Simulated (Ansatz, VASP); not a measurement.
# Al7Ga25As32 (Al0.22Ga0.78As, zincblende alloy): VASP beside Ansatz, part 3 of 3

Aim: how closely do two programs agree when they are given the same cell, functional and k mesh? The cell is invented: As first built, before any earlier steps moved the atoms (in the runner's words): 2x2x2 conventional cells of the GaAs type (64 atoms: 7 Al, 25 Ga, 32 As); Ga/Al share their sites, the best of 600 random draws by like-pair counts in two shells; start lattice by linear mixing of the end members' cells; atoms moved at random by 0.02 A. It may not be a known or stable phase. Of the first pair: The structure shown is the start of the Ansatz relaxation below; VASP solves that cell, so the two are compared at the walk's first step.

VASP 6.6.1 and Ansatz 0.2.0.

So far. Step 3 (VASP: single point, PBE, start cell, pair 1): The run ends at a pressure of 3.30 GPa, with forces up to 1.2 eV/Å.

**6. VASP: single point, PBE, relaxed cell, pair 2**

Level of this step: PBE; plane waves and PAW (Al, Ga_d, As); invented cell (VASP).

The same cell, functional and mesh now go to VASP, with its own data sets.

INCAR

```
SYSTEM = Al7Ga25As32
PREC = Accurate
ENCUT = 500
EDIFF = 1E-06
NELM = 120
ISMEAR = 0
SIGMA = 0.01
LREAL = Auto
ALGO = Normal
GGA = PE
NBANDS = 304
LORBIT = 11
LWAVE = .FALSE.
LCHARG = .FALSE.
ISIF = 2
ISYM = 0
LASPH = .TRUE.
GGA_COMPAT = .FALSE.
EFERMI = MIDGAP
KPAR = 4
```

POSCAR

```
Al7Ga25As32
1.0
   11.4837700000      0.0011390000      0.0026650000
    0.0011390000     11.4834780000     -0.0001980000
    0.0026650000     -0.0001980000     11.4838260000
Al Ga As
7 25 32
Direct
    0.0000500000      0.2501500000      0.7498200000
    0.2502100000      0.2506400000      0.4999300000
    0.2501200000      0.5002200000      0.2502300000
    0.2498100000      0.7501400000      0.5000000000
    0.5001900000      0.2502300000      0.2502100000
    0.7500600000      0.2496900000      0.4999300000
    0.5000600000      0.5001900000      0.0002400000
    0.0001500000      0.0003000000      0.9999300000
    0.0000700000      0.2501000000      0.2500000000
    0.2501300000      0.0001700000      0.2499100000
    0.2500100000      0.2500700000      0.9998600000
    0.0000800000      0.0004200000      0.5000400000
    0.2500000000      0.0000800000      0.7500800000
    0.0000900000      0.4999000000      0.9999500000
    0.0000200000      0.7500500000      0.2501100000
    0.2499600000      0.7502000000      0.0000800000
    0.0001100000      0.5001400000      0.4999100000
    0.0000400000      0.7502000000      0.7499700000
    0.2501700000      0.4998800000      0.7500800000
    0.4998700000      0.0003400000      0.0001000000
    0.7498100000      0.0000800000      0.2499900000
    0.7500200000      0.2503900000      0.0000500000
    0.4999300000      0.0003000000      0.4999200000
    0.4998500000      0.2500600000      0.7498900000
    0.7500500000      0.0000800000      0.7498000000
    0.4998500000      0.7500900000      0.2500300000
    0.7501700000      0.4998600000      0.2499300000
    0.7500500000      0.7500800000      0.9998500000
    0.5000500000      0.4999600000      0.5001000000
    0.5000200000      0.7499300000      0.7498600000
    0.7498100000      0.5001400000      0.7500200000
    0.7499600000      0.7501700000      0.4999100000
    0.1255700000      0.1256300000      0.3753200000
    0.1254500000      0.3754400000      0.1254200000
    0.3753000000      0.1257200000      0.1254500000
    0.3747100000      0.3748100000      0.3745400000
    0.1248400000      0.1257000000      0.8746900000
    0.1250700000      0.3745000000      0.6250100000
    0.3744900000      0.1255800000      0.6247000000
    0.3755100000      0.3754700000      0.8754100000
    0.1256900000      0.6250900000      0.3750500000
    0.1250300000      0.8752800000      0.1250600000
    0.3748800000      0.6245100000      0.1250100000
    0.3747100000      0.8748300000      0.3753800000
    0.1250900000      0.6251500000      0.8749800000
    0.1252800000      0.8749300000      0.6246800000
    0.3746400000      0.6253700000      0.6245700000
    0.3750300000      0.8751400000      0.8750500000
    0.6249700000      0.1258600000      0.3749700000
    0.6242800000      0.3750800000      0.1250300000
    0.8749500000      0.1252700000      0.1250300000
    0.8747100000      0.3748100000      0.3754300000
    0.6250600000      0.1252300000      0.8749800000
    0.6253700000      0.3747100000      0.6246000000
    0.8750500000      0.1259300000      0.6250200000
    0.8753400000      0.3748200000      0.8746200000
    0.6250700000      0.6250700000      0.3749800000
    0.6249200000      0.8750200000      0.1250000000
    0.8750700000      0.6251200000      0.1250100000
    0.8751100000      0.8753300000      0.3750300000
    0.6246200000      0.6248000000      0.8753400000
    0.6248200000      0.8752200000      0.6249300000
    0.8749400000      0.6251200000      0.6249600000
    0.8750100000      0.8752100000      0.8750300000
```

KPOINTS

```
Points of the shifted mesh
8
Reciprocal
 0.2500000000  0.2500000000  0.2500000000 1
 0.2500000000  0.2500000000  0.7500000000 1
 0.2500000000  0.7500000000  0.2500000000 1
 0.2500000000  0.7500000000  0.7500000000 1
 0.7500000000  0.2500000000  0.2500000000 1
 0.7500000000  0.2500000000  0.7500000000 1
 0.7500000000  0.7500000000  0.2500000000 1
 0.7500000000  0.7500000000  0.7500000000 1
```

The projector-augmented-wave data sets are Al, Ga_d and As (PBE family, release 64).

The run is started by

```
$ mpirun -np 8 vasp_std
```

Numbers of over 12 decimals in the logs are rounded to 6 here.

The program printed:

```text
[banner, memory and clock lines left out]
running    8 mpi-ranks, on    1 nodes
[...]
[... a notice as in an earlier step ...]

 LDA part: xc-table for (Slater+PW92), standard interpolation
 POSCAR, INCAR and KPOINTS ok, starting setup
[...]
entering main loop
       N       E                     dE             d eps       ncg     rms          rms(c)
DAV:   1     0.595521073079E+04    0.59552E+04   -0.19064E+05  4920   0.209E+03
DAV:   2     0.115196630930E+04   -0.48032E+04   -0.46662E+04  5032   0.599E+02
DAV:   3    -0.115454945646E+03   -0.12674E+04   -0.11725E+04  6008   0.213E+02
DAV:   4    -0.268321755612E+03   -0.15287E+03   -0.14983E+03  6072   0.677E+01
[...]
DAV:  15    -0.272444720190E+03   -0.72072E-05   -0.72501E-05  5632   0.106E-01    0.469E-03
DAV:  16    -0.272444724012E+03   -0.38220E-05   -0.46234E-05  6936   0.263E-02    0.257E-03
DAV:  17    -0.272444724825E+03   -0.81279E-06   -0.23176E-06  3640   0.112E-02
   1 F= -.27244472E+03 E0= -.27244472E+03  d E =0.000000E+00
```

OUTCAR, selected parts (step 6):

```text
  Total        1.4483595      1.4134513      1.4963082     -0.0831913      0.0142871     -0.1830388
  in kB        1.5322953      1.4953640      1.5830227     -0.0880124      0.0151150     -0.1936463
  external PRESSURE =       1.5368940 kB  Pullay stress =       0.0000000 kB

 POSITION                                       TOTAL-FORCE (eV/Angst)
 -----------------------------------------------------------------------------------
      0.00286      2.87244      8.61075         0.001993      0.002724      0.005577
      2.87497      2.87840      5.74173        -0.004361     -0.008872     -0.001505
      2.87356      5.74450      2.87417        -0.000552     -0.002233     -0.007993
      2.87095      8.61440      5.74243         0.001665     -0.005897     -0.004325
      5.74502      2.87403      2.87465        -0.008424      0.000483     -0.001766
      8.61513      2.86806      5.74306        -0.004190      0.012895      0.002673
      5.74314      5.74449      0.00399         0.001693      0.005585     -0.001596
      0.00439      0.00325     11.48302         0.002166      0.005838      0.004008
      0.00175      2.87197      2.87091         0.001550      0.006964     -0.003771
      2.87310      0.00219      2.87059         0.001572      0.005009      0.002572
      2.87401      2.87176     11.48284        -0.000551      0.002156      0.009095
      0.00225      0.00472      5.74237         0.002280     -0.003473     -0.001842
      2.87294      0.00105      8.61445        -0.000357      0.005759      0.006341
      0.00427      5.74039     11.48315        -0.004369      0.001361      0.005615
[...]
-----------------------------------------------------------------------------------
    total drift:                               -0.005855     -0.038313     -0.003883

  FREE ENERGIE OF THE ION-ELECTRON SYSTEM (eV)
  ---------------------------------------------------
  free  energy   TOTEN  =      -272.4447248250 eV

  energy  without entropy=     -272.4447248250  energy(sigma->0) =     -272.44472483

[... 1 part as in an earlier step ...]

[... 1 further part left out ...]
```

The run ends at a pressure of 0.15 GPa, with forces up to 0.014 eV/Å.

**7. Comparison**

What differs besides the data sets and the points named for the pairs above, as far as they apply: the data sets hold 826 valence electrons in Ansatz (on its default PAW (the set named soft_2) files) and 506 in VASP; the cutoff is 420 eV in Ansatz and 500 eV in VASP (PREC = Accurate, projectors in real space). Total energies have different zeros and are not compared.

Both answers:

| quantity | Ansatz | VASP | difference |
| --- | --- | --- | --- |
| pressure (GPa) | 0.00 | 0.15 | -0.16 |
| gap on the k mesh (eV) | 1.385 | 1.382 | +0.003 |

At this near-relaxed geometry the largest component of a force difference is 10 meV/Å. A gap on the mesh is an upper bound, since the band edges may lie between its points.

**8. Outcome**

- r.m.s. force difference (single point, PBE, start cell, pair 1): 1.0 % of the r.m.s. force
- difference in gap on the k mesh (single point, PBE, relaxed cell, pair 2): 0.0031 eV

**Reading.** The r.m.s. force difference is 1.0 % of the r.m.s. force (single point, PBE, start cell, pair 1), within the 3 % picked in this series as the mark of a large difference. The data sets hold unlike numbers of valence electrons (826 in Ansatz and 506 in VASP), so part of the differences comes from the potentials. How closely two codes agree says nothing of how well the functional describes the real material.

[Lines on the potential files, build, host, timing and source positions are cut from VASP's logs without a mark.]

[Logs are printed without paths, hosts, clocks, repeated set-up lines and the standing remarks that a program may print on its own settings, such as how far it seeks lower states.]

[Hosts, paths, dates, database ids (printed as entryN), source tags and the programs' standing remarks are cut or masked in the printed files.]
